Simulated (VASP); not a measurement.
Input of a VASP 6.6.1 run:

The input INCAR:

```
PREC = Accurate ; ENCUT = 520
EDIFF = 1E-6 ; ISMEAR = -1
SIGMA = 0.02 ; LREAL = Auto
LASPH = T ; NELM = 60
ALGO = Normal ; ISIF = 2
LWAVE = F ; LCHARG = T
GGA = PE ; IVDW = 12
LELF = T ; LVHAR = T
NBANDS = 117
```

Contents of KPOINTS:

```
regular mesh
0
Gamma
  1 1 1
```

Contents of POSCAR:

```
CF4
1.0
    8.1733020000      0.0000000000      0.0000000000
    0.0000000000      8.1733020000      0.0000000000
    0.0000000000      0.0000000000      8.1733020000
C F
6 24
Direct
    0.2875581986      0.3025215513     -0.0448288831
    0.6640155961      0.7647092937      0.9382009866
    0.0141558455      0.6392887477      0.3345893740
    0.9355460009      0.1298496006      0.5918048789
    0.4661763385     -0.0479977370      0.3092874826
    0.5362704082      0.4957115252      0.5335297778
    0.3931091742      0.4257275701     -0.0165661320
    0.2307145876      0.2517709489      0.1004245285
    0.1659916641      0.3859027845     -0.1220559328
    0.3479377123      0.1834876528     -0.1281734114
    0.7150353676      0.9109292670      0.9821367178
    0.5042270554      0.7759042796      0.9108925621
    0.7427842505      0.7226577459      0.7913937354
    0.7068746512      0.6526860258      1.0531973491
   -0.0104486534      0.4804055937      0.3807518675
   -0.1300575948      0.7175068289      0.3595609216
    0.1298863054      0.7033265136      0.4442268253
    0.0802123793      0.6284241057      0.1924681114
    1.0472144551      0.2219665932      0.6674536191
    0.8915490948      0.1878555326      0.4438108368
    0.9971979501     -0.0229894845      0.5717762540
    0.7946971738      0.1255306607      0.6881306967
    0.3908334722      0.0255343556      0.4355277708
    0.5954998359     -0.1212728956      0.3661922684
    0.3730560794     -0.1553594863      0.2347521234
    0.5240476860      0.0644659894      0.1903759337
    0.5865560822      0.4906707228      0.3646628988
    0.4455726706      0.6306386330      0.5311561961
    0.4419266534      0.3635862226      0.5571187753
    0.6717236192      0.4855320408      0.6298066559
```

Potentials or basis: VASP PAW PBE potentials, release 64 (C, F).

Run with:

```bash
$ cat potpaw_PBE.64/C/POTCAR potpaw_PBE.64/F/POTCAR > POTCAR
$ mpirun -np 1 vasp_gam > vasp.out
```

Problem. Estimate the band gap on the k mesh.

Solution. 8.22 eV, direct.

Problem. What does it give for the dispersion energy per atom?

Solution. -0.030 eV.

Stress tensor (GPa, compression positive):
```
-0.12  0.79  0.39
 0.79  0.79  0.79
 0.39  0.79 -0.92
```

As with any semilocal functional, this PBE gap is likely too small.
